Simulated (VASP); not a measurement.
# AlV2C: structure and properties in VASP, part 5 of 6

What structure does AlV2C take at this level, and what are its properties? The start is a computed cell from the Materials Project.

VASP 6.6.1; PBE with D2, spin-polarised from an antiferromagnetic start; plane waves and PAW (V_sv, Al, C).

Still holding for the runs below: The k-mesh is coarse for a metal.

So far. Step 7 (Volume scan with PBE + D2 (run 2)): The pressure falls from 13.66 to 8.56 GPa. Step 7 (Volume scan with PBE + D2 (run 2)): The run ends at a pressure of 8.56 GPa, with forces up to 0.44 eV/Å.

### Step 8. Volume scan with PBE + D2 (run 3)

Input file INCAR:

```
SYSTEM = AlV2C
PREC = Accurate
ENCUT = 520
EDIFF = 1E-06
NELM = 100
ISMEAR = -1
SIGMA = 0.05
LREAL = .FALSE.
ALGO = Normal
GGA = PE
IVDW = 10
NBANDS = 45
ISPIN = 2
MAGMOM = 2 -2 2 -2 0 0 0 0
LMAXMIX = 4
LORBIT = 11
LWAVE = .FALSE.
LCHARG = .FALSE.
KPAR = 4
ISIF = 2
```

Input file POSCAR:

```
AlV2C
1.0
    2.8831911809      0.0000000000      0.0000000000
   -1.4415955905      2.4969168066      0.0000000000
    0.0000000000      0.0000000000     12.9032140152
V Al C
4 2 2
Direct
    0.3333333333      0.6666666667      0.9143115724
    0.6666666667      0.3333333333      0.0856884276
    0.6666666667      0.3333333333      0.4143115724
    0.3333333333      0.6666666667      0.5856884276
    0.6666666667      0.3333333333      0.7500000000
    0.3333333333      0.6666666667      0.2500000000
    0.0000000000      0.0000000000      0.5000000000
    0.0000000000      0.0000000000      0.0000000000
```

Input file KPOINTS:

```
Automatic mesh
0
Gamma
9 9 2
0 0 0
```

PAW data sets: V_sv, Al and C (PBE family, release 64).

Launch:

```console
> mpirun -np 4 vasp_std
```

Log:

```text
[... set-up lines as in an earlier step ...]
 entering main loop
       N       E                     dE             d eps       ncg     rms          rms(c)
DAV:   1     0.906904458668E+03    0.90690E+03   -0.37362E+04  4352   0.159E+03
DAV:   2    -0.142858953238E+02   -0.92119E+03   -0.89299E+03  4350   0.525E+02
DAV:   3    -0.784253469049E+02   -0.64139E+02   -0.62258E+02  5664   0.140E+02
DAV:   4    -0.803417491851E+02   -0.19164E+01   -0.19053E+01  5264   0.221E+01
[...]
DAV:  12    -0.660710967075E+02    0.12552E-03   -0.13569E-03  5604   0.211E-01    0.702E-02
DAV:  13    -0.660711062673E+02   -0.95597E-05   -0.66654E-05  4956   0.591E-02    0.222E-02
DAV:  14    -0.660711061708E+02    0.96472E-07   -0.68820E-06  4512   0.179E-02
   1 F= -.68689977E+02 E0= -.68676806E+02  d E =-.263423E-01  mag=    -0.0000
```

The job ended after 30 s (4 MPI ranks of Intel Xeon 6975P-C (Granite Rapids), shared host; peak memory 1.4 GiB; 1.9 min of CPU time).

Parts of OUTCAR (step 8):

```text
  Edisp (eV):   -2.61887

  Total       2.29766     2.29766     2.38352    -0.00000     0.00000    -0.00000
  in kB      39.62974    39.62974    41.11055    -0.00000     0.00000    -0.00000
  external pressure =       40.12 kB  Pullay stress =        0.00 kB

 POSITION                                       TOTAL-FORCE (eV/Angst)
 -----------------------------------------------------------------------------------
     -0.00000      1.66461     11.79756         0.000000      0.000000     -0.215146
      1.44160      0.83231      1.10566        -0.000000     -0.000000      0.215146
      1.44160      0.83231      5.34595        -0.000000      0.000000     -0.215146
     -0.00000      1.66461      7.55726         0.000000     -0.000000      0.215146
      1.44160      0.83231      9.67741        -0.000000      0.000000      0.000000
     -0.00000      1.66461      3.22580        -0.000000     -0.000000      0.000000
      0.00000      0.00000      6.45161        -0.000000      0.000000      0.000000
      0.00000      0.00000      0.00000        -0.000000      0.000000      0.000000
 -----------------------------------------------------------------------------------
    total drift:                               -0.000000      0.000000     -0.000000

  FREE ENERGIE OF THE ION-ELECTRON SYSTEM (eV)
  ---------------------------------------------------
  free  energy   TOTEN  =       -68.6899770701 eV

  energy  without entropy=      -68.6636347467  energy(sigma->0) =      -68.67680591

[... 2 parts as in an earlier step ...]

[... 2 further parts left out ...]
[key lines of the parts left out:]
E-fermi :   9.8471
```

The pressure falls from 8.56 to 4.01 GPa.

The run ends at a pressure of 4.01 GPa, with forces up to 0.22 eV/Å.

### Step 9. Volume scan with PBE + D2 (run 4)

INCAR is that of step 8.

POSCAR: that of step 8 with these lines changed.

```diff
@@ -2,5 +2,5 @@
 1.0
-    2.8831911809      0.0000000000      0.0000000000
-   -1.4415955905      2.4969168066      0.0000000000
-    0.0000000000      0.0000000000     12.9032140152
+    2.9026727934      0.0000000000      0.0000000000
+   -1.4513363967      2.5137883779      0.0000000000
+    0.0000000000      0.0000000000     12.9904005384
 V Al C
```

KPOINTS is that of step 8.

Launch:

```console
> mpirun -np 4 vasp_std
```

Log:

```text
[... set-up lines as in an earlier step ...]
 entering main loop
       N       E                     dE             d eps       ncg     rms          rms(c)
DAV:   1     0.900602719827E+03    0.90060E+03   -0.37300E+04  4360   0.158E+03
DAV:   2    -0.147945856718E+02   -0.91540E+03   -0.88731E+03  4345   0.521E+02
DAV:   3    -0.786187179051E+02   -0.63824E+02   -0.62008E+02  5722   0.139E+02
DAV:   4    -0.804883636009E+02   -0.18696E+01   -0.18582E+01  5296   0.217E+01
[...]
DAV:  12    -0.661288928375E+02    0.21434E-03   -0.21084E-03  5690   0.263E-01    0.724E-02
DAV:  13    -0.661289124736E+02   -0.19636E-04   -0.97036E-05  5127   0.665E-02    0.213E-02
DAV:  14    -0.661289133072E+02   -0.83360E-06   -0.83742E-06  4879   0.188E-02
   1 F= -.68714460E+02 E0= -.68700773E+02  d E =-.273751E-01  mag=    -0.0000
```

Run time: 32 s. Hardware: 4 MPI ranks; peak memory 1.4 GiB.

OUTCAR, selected parts (step 9):

```text
  Edisp (eV):   -2.58555

  Total      -0.02873    -0.02873    -0.06458    -0.00000     0.00000     0.00000
  in kB      -0.48560    -0.48560    -1.09158    -0.00000     0.00000     0.00000
  external pressure =       -0.69 kB  Pullay stress =        0.00 kB

 POSITION                                       TOTAL-FORCE (eV/Angst)
 -----------------------------------------------------------------------------------
     -0.00000      1.67586     11.87727         0.000000     -0.000000     -0.004214
      1.45134      0.83793      1.11313         0.000000      0.000000      0.004214
      1.45134      0.83793      5.38207        -0.000000      0.000000     -0.004214
     -0.00000      1.67586      7.60833        -0.000000     -0.000000      0.004214
      1.45134      0.83793      9.74280        -0.000000      0.000000      0.000000
     -0.00000      1.67586      3.24760         0.000000     -0.000000      0.000000
      0.00000      0.00000      6.49520        -0.000000      0.000000      0.000000
      0.00000      0.00000      0.00000        -0.000000      0.000000      0.000000
 -----------------------------------------------------------------------------------
    total drift:                                0.000000     -0.000000      0.000000

  FREE ENERGIE OF THE ION-ELECTRON SYSTEM (eV)
  ---------------------------------------------------
  free  energy   TOTEN  =       -68.7144601801 eV

  energy  without entropy=      -68.6870850871  energy(sigma->0) =      -68.70077263

 magnetization (x)
# of ion       s       p       d       tot
------------------------------------------
    1       -0.000   0.000  -0.000  -0.000
    2        0.000  -0.000   0.000   0.000
    3       -0.000   0.000  -0.000  -0.000
    4        0.000  -0.000   0.000   0.000
    5        0.000   0.000   0.000   0.000
    6        0.000   0.000   0.000   0.000
    7        0.000   0.000   0.000   0.000
    8        0.000   0.000   0.000   0.000
--------------------------------------------------
tot          0.000   0.000   0.000   0.000

[... 2 parts as in an earlier step ...]

[... 1 further part left out ...]
[key lines of the parts left out:]
E-fermi :   9.6058
```

The pressure falls from 4.01 to -0.07 GPa, so it vanishes between these two volumes.

### Step 10. Volume scan with PBE + D2 (run 5)

INCAR is that of step 9.

POSCAR: that of step 9 with these lines changed.

```diff
@@ -2,5 +2,5 @@
 1.0
-    2.9026727934      0.0000000000      0.0000000000
-   -1.4513363967      2.5137883779      0.0000000000
-    0.0000000000      0.0000000000     12.9904005384
+    2.9218963523      0.0000000000      0.0000000000
+   -1.4609481761      2.5304364682      0.0000000000
+    0.0000000000      0.0000000000     13.0764321882
 V Al C
```

KPOINTS is that of step 9.

Launch:

```console
> mpirun -np 4 vasp_std
```

Log:

```text
[... set-up lines as in an earlier step ...]
 entering main loop
       N       E                     dE             d eps       ncg     rms          rms(c)
DAV:   1     0.902159616676E+03    0.90216E+03   -0.37242E+04  4352   0.157E+03
DAV:   2    -0.123898497329E+02   -0.91455E+03   -0.88567E+03  4360   0.520E+02
DAV:   3    -0.785407966072E+02   -0.66151E+02   -0.64248E+02  5758   0.139E+02
DAV:   4    -0.805779710776E+02   -0.20372E+01   -0.20226E+01  5291   0.221E+01
[...]
DAV:  15    -0.661359589048E+02    0.17119E-05   -0.40966E-06  3891   0.113E-02    0.455E-03
DAV:  16    -0.661359577506E+02    0.11541E-05   -0.42177E-07  2760   0.526E-03    0.185E-03
DAV:  17    -0.661359578012E+02   -0.50546E-07   -0.70267E-08  2640   0.206E-03
   1 F= -.68693030E+02 E0= -.68678802E+02  d E =-.284561E-01  mag=    -0.0000
```

It took 38 s on 4 MPI ranks; peak memory 1.4 GiB.

From OUTCAR (step 10):

```text
  Edisp (eV):   -2.55707

  Total      -2.16694    -2.16694    -2.32446    -0.00000    -0.00000    -0.00000
  in kB     -35.90934   -35.90934   -38.51970    -0.00000    -0.00000    -0.00000
  external pressure =      -36.78 kB  Pullay stress =        0.00 kB

 POSITION                                       TOTAL-FORCE (eV/Angst)
 -----------------------------------------------------------------------------------
     -0.00000      1.68696     11.95593         0.000000      0.000000      0.191867
      1.46095      0.84348      1.12050         0.000000     -0.000000     -0.191867
      1.46095      0.84348      5.41772        -0.000000     -0.000000      0.191867
     -0.00000      1.68696      7.65872         0.000000      0.000000     -0.191867
      1.46095      0.84348      9.80732        -0.000000      0.000000      0.000000
     -0.00000      1.68696      3.26911        -0.000000     -0.000000      0.000000
      0.00000      0.00000      6.53822        -0.000000     -0.000000      0.000000
      0.00000      0.00000      0.00000        -0.000000     -0.000000      0.000000
 -----------------------------------------------------------------------------------
    total drift:                               -0.000000      0.000000     -0.000000

  FREE ENERGIE OF THE ION-ELECTRON SYSTEM (eV)
  ---------------------------------------------------
  free  energy   TOTEN  =       -68.6930302259 eV

  energy  without entropy=      -68.6645741279  energy(sigma->0) =      -68.67880218

[... 2 parts as in an earlier step ...]

[... 2 further parts left out ...]
[key lines of the parts left out:]
E-fermi :   9.3724
```

The pressure falls from -0.07 to -3.68 GPa.

The run ends at a pressure of -3.68 GPa, with forces up to 0.19 eV/Å.

### Step 11. Volume scan with PBE + D2 (run 6)

INCAR is that of step 10.

POSCAR: that of step 10 with these lines changed.

```diff
@@ -2,5 +2,5 @@
 1.0
-    2.9218963523      0.0000000000      0.0000000000
-   -1.4609481761      2.5304364682      0.0000000000
-    0.0000000000      0.0000000000     13.0764321882
+    2.9408702368      0.0000000000      0.0000000000
+   -1.4704351184      2.5468683343      0.0000000000
+    0.0000000000      0.0000000000     13.1613464649
 V Al C
```

KPOINTS is that of step 10.

Launch:

```console
> mpirun -np 4 vasp_std
```

Log:

```text
[... set-up lines as in an earlier step ...]
 entering main loop
       N       E                     dE             d eps       ncg     rms          rms(c)
DAV:   1     0.891960375408E+03    0.89196E+03   -0.37336E+04  4376   0.157E+03
DAV:   2    -0.152283157951E+02   -0.90719E+03   -0.87945E+03  4355   0.516E+02
DAV:   3    -0.787399086187E+02   -0.63512E+02   -0.61740E+02  5738   0.137E+02
DAV:   4    -0.806241644188E+02   -0.18843E+01   -0.18709E+01  5320   0.215E+01
[...]
DAV:  15    -0.660972304715E+02    0.16594E-05   -0.60413E-06  4183   0.131E-02    0.567E-03
DAV:  16    -0.660972293669E+02    0.11046E-05   -0.50803E-07  2815   0.603E-03    0.240E-03
DAV:  17    -0.660972293857E+02   -0.18854E-07   -0.14257E-07  2660   0.279E-03
   1 F= -.68630267E+02 E0= -.68615481E+02  d E =-.295727E-01  mag=    -0.0000
```

Elapsed: 38 s, on 4 MPI ranks; peak memory 1.4 GiB.

OUTCAR, selected parts (step 11):

```text
  Edisp (eV):   -2.53304

  Total      -4.21999    -4.21999    -4.47256     0.00000     0.00000    -0.00000
  in kB     -68.58666   -68.58666   -72.69156     0.00000     0.00000    -0.00000
  external pressure =      -69.95 kB  Pullay stress =        0.00 kB

 POSITION                                       TOTAL-FORCE (eV/Angst)
 -----------------------------------------------------------------------------------
     -0.00000      1.69791     12.03357        -0.000000      0.000000      0.373562
      1.47044      0.84896      1.12778         0.000000     -0.000000     -0.373562
      1.47044      0.84896      5.45290        -0.000000     -0.000000      0.373562
     -0.00000      1.69791      7.70845        -0.000000      0.000000     -0.373562
      1.47044      0.84896      9.87101        -0.000000     -0.000000      0.000000
     -0.00000      1.69791      3.29034         0.000000      0.000000      0.000000
      0.00000      0.00000      6.58067        -0.000000     -0.000000      0.000000
      0.00000      0.00000      0.00000        -0.000000     -0.000000      0.000000
 -----------------------------------------------------------------------------------
    total drift:                               -0.000000      0.000000     -0.000000

  FREE ENERGIE OF THE ION-ELECTRON SYSTEM (eV)
  ---------------------------------------------------
  free  energy   TOTEN  =       -68.6302670784 eV

  energy  without entropy=      -68.6006944157  energy(sigma->0) =      -68.61548075

[... 2 parts as in an earlier step ...]

[... 2 further parts left out ...]
[key lines of the parts left out:]
E-fermi :   9.1469
```

The pressure falls from -3.68 to -7.00 GPa.

The run ends at a pressure of -7.00 GPa, with forces up to 0.37 eV/Å.

### Step 12. Volume scan with PBE + D2 (run 7)

A prediction first. A parabola through the 6 pressures of evenly scaled cells so far, P = -0.07 -193.6 t +452 t² GPa with t = ln(V/V₁) and V₁ the volume at scale 1, gives -9.81 GPa at t = +0.0583.

INCAR is that of step 11.

POSCAR: that of step 11 with these lines changed.

```diff
@@ -2,5 +2,5 @@
 1.0
-    2.9408702368      0.0000000000      0.0000000000
-   -1.4704351184      2.5468683343      0.0000000000
-    0.0000000000      0.0000000000     13.1613464649
+    2.9596023994      0.0000000000      0.0000000000
+   -1.4798011997      2.5630908630      0.0000000000
+    0.0000000000      0.0000000000     13.2451789574
 V Al C
```

KPOINTS is that of step 11.

Launch:

```console
> mpirun -np 4 vasp_std
```

Log:

```text
[... set-up lines as in an earlier step ...]
 entering main loop
       N       E                     dE             d eps       ncg     rms          rms(c)
DAV:   1     0.888668453338E+03    0.88867E+03   -0.37311E+04  4424   0.156E+03
DAV:   2    -0.141936584893E+02   -0.90286E+03   -0.87512E+03  4375   0.515E+02
DAV:   3    -0.786947155889E+02   -0.64501E+02   -0.62732E+02  5758   0.136E+02
DAV:   4    -0.806226863159E+02   -0.19280E+01   -0.19137E+01  5376   0.211E+01
[...]
DAV:  14    -0.660170816369E+02   -0.97253E-05   -0.41415E-05  5061   0.372E-02    0.136E-02
DAV:  15    -0.660170804972E+02    0.11397E-05   -0.96219E-06  4760   0.160E-02    0.804E-03
DAV:  16    -0.660170795532E+02    0.94395E-06   -0.10526E-06  2947   0.886E-03
   1 F= -.68530121E+02 E0= -.68514756E+02  d E =-.307306E-01  mag=    -0.0000
```

The job ended after 38 s (4 MPI ranks; peak memory 1.4 GiB).

From OUTCAR (step 12):

```text
  Edisp (eV):   -2.51304

  Total      -6.15466    -6.15466    -6.48856     0.00000     0.00000     0.00000
  in kB     -98.14298   -98.14298  -103.46749     0.00000     0.00000     0.00000
  external pressure =      -99.92 kB  Pullay stress =        0.00 kB

 POSITION                                       TOTAL-FORCE (eV/Angst)
 -----------------------------------------------------------------------------------
     -0.00000      1.70873     12.11022         0.000000      0.000000      0.540894
      1.47980      0.85436      1.13496        -0.000000      0.000000     -0.540894
      1.47980      0.85436      5.48763        -0.000000      0.000000      0.540894
     -0.00000      1.70873      7.75755         0.000000     -0.000000     -0.540894
      1.47980      0.85436      9.93388        -0.000000     -0.000000      0.000000
     -0.00000      1.70873      3.31129         0.000000     -0.000000      0.000000
      0.00000      0.00000      6.62259        -0.000000     -0.000000      0.000000
      0.00000      0.00000      0.00000        -0.000000     -0.000000      0.000000
 -----------------------------------------------------------------------------------
    total drift:                               -0.000000      0.000000     -0.000000

  FREE ENERGIE OF THE ION-ELECTRON SYSTEM (eV)
  ---------------------------------------------------
  free  energy   TOTEN  =       -68.5301210540 eV

  energy  without entropy=      -68.4993904170  energy(sigma->0) =      -68.51475574

[... 2 parts as in an earlier step ...]

[... 2 further parts left out ...]
[key lines of the parts left out:]
E-fermi :   8.9286
```

The pressure falls from -7.00 to -9.99 GPa. The parabola predicted -9.81 GPa, +0.18 GPa off.

### Step 13. The series together

Times are for 4 MPI ranks of Intel Xeon 6975P-C (Granite Rapids), shared host. The runs compared:

```csv
no.,volume scale,energy above the lowest point (meV/atom),pressure (GPa),time,memory (GiB)
1,0.94,28.8,13.66,32 s,1.4
2,0.96,12.36,8.556,29 s,1.4
3,0.98,3,4.012,30 s,1.4
4,1,0,-0.06876,32 s,1.4
5,1.02,2.75,-3.678,38 s,1.4
6,1.04,10.66,-6.995,38 s,1.4
7,1.06,23.25,-9.992,38 s,1.4
```

### Step 14. Fit for PBE + D2

This step: Birch-Murnaghan fit, PBE with D2; plane waves and PAW (VASP 6.6.1).

No new run; the numbers come from the runs before.

This step gave:

```yaml
pressure_derivative_of_the_bulk_modulus: 4.190
r_m_s_error_of_the_fit: 1.28e-6 eV/atom
minimum_inside_the_sampled_range: yes
bulk_modulus: 193.8 GPa
equilibrium_volume_of_the_fit: 11.85 Å³/atom
```

Energy above the fitted minimum against volume:

```csv
volume (Å³/atom),energy above the fitted minimum (eV/atom)
11.137,0.0288
11.374,0.0124
11.611,0.00300
11.848,7.7e-8
12.085,0.00275
12.322,0.0107
12.559,0.0233
```

The fitted volume lies +0.01 % from the relaxed one. The atoms bear forces along the scan, since they were held; freeing them would lower the modulus.

(Part 5 of 6 ends here.)

[Lines on the potential files, build, host, timing and source positions are cut from VASP's logs without a mark.]

[Logs are printed without paths, hosts, clocks, repeated set-up lines and the standing remarks that a program may print on its own settings, such as how far it seeks lower states.]

[Hosts, paths, dates, database ids (printed as entryN), source tags and the programs' standing remarks are cut or masked in the printed files.]

[A measured line is paired with the nearest computed mode of its activity, which favours agreement.]
